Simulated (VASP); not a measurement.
OSZICAR of a VASP run on HfN (rock salt):

File OSZICAR:
```
       N       E                     dE             d eps       ncg     rms          rms(c)
DAV:   1     0.556359174140E+02    0.55636E+02   -0.10538E+04  7546   0.181E+03
DAV:   2    -0.213292090955E+02   -0.76965E+02   -0.72319E+02  9754   0.344E+02
DAV:   3    -0.246489495531E+02   -0.33197E+01   -0.32625E+01  9915   0.599E+01
DAV:   4    -0.246963294605E+02   -0.47380E-01   -0.47075E-01  9546   0.716E+00
DAV:   5    -0.246975071821E+02   -0.11777E-02   -0.11763E-02 10308   0.833E-01    0.498E+01
DAV:   6    -0.217458311290E+02    0.29517E+01   -0.15597E+01  9542   0.319E+01    0.407E+01
DAV:   7    -0.216929110242E+02    0.52920E-01   -0.77998E-01  8934   0.821E+00    0.265E+01
DAV:   8    -0.216847339393E+02    0.81771E-02   -0.14835E-01  9170   0.439E+00    0.717E+00
DAV:   9    -0.216716543509E+02    0.13080E-01   -0.65818E-02  9404   0.215E+00    0.152E+00
DAV:  10    -0.216713683685E+02    0.28598E-03   -0.19394E-03  8737   0.449E-01    0.560E-01
DAV:  11    -0.216713388887E+02    0.29480E-04   -0.47973E-04  9353   0.192E-01    0.395E-02
DAV:  12    -0.216713351261E+02    0.37626E-05   -0.22166E-05  8925   0.517E-02    0.410E-02
DAV:  13    -0.216713344485E+02    0.67767E-06   -0.16228E-06  6233   0.144E-02
   1 F= -.21671334E+02 E0= -.21671298E+02  d E =-.108276E-03
```

**Question.** Which electronic solver shows in the log?

**Answer.** It is blocked Davidson (ALGO = Normal, or the opening steps of other solvers). The INCAR had ALGO = Normal.

**Question.** Can the final energy be trusted as converged?

**Answer.** The calculation finished and met its thresholds. It stopped with EDIFF = 1E-6, NELM = 100 (PBE GGA, plane waves, VASP's PBE PAW potentials (set 64)).

The compound is HfN in the rock salt structure. The cell was not relaxed at this level, atoms are displaced from their ideal sites. The run is one of a series of settings (ENCUT = 800 against the base run), some of them coarse on purpose. The electron count is odd and the run is not spin-polarised, which forces a metal.
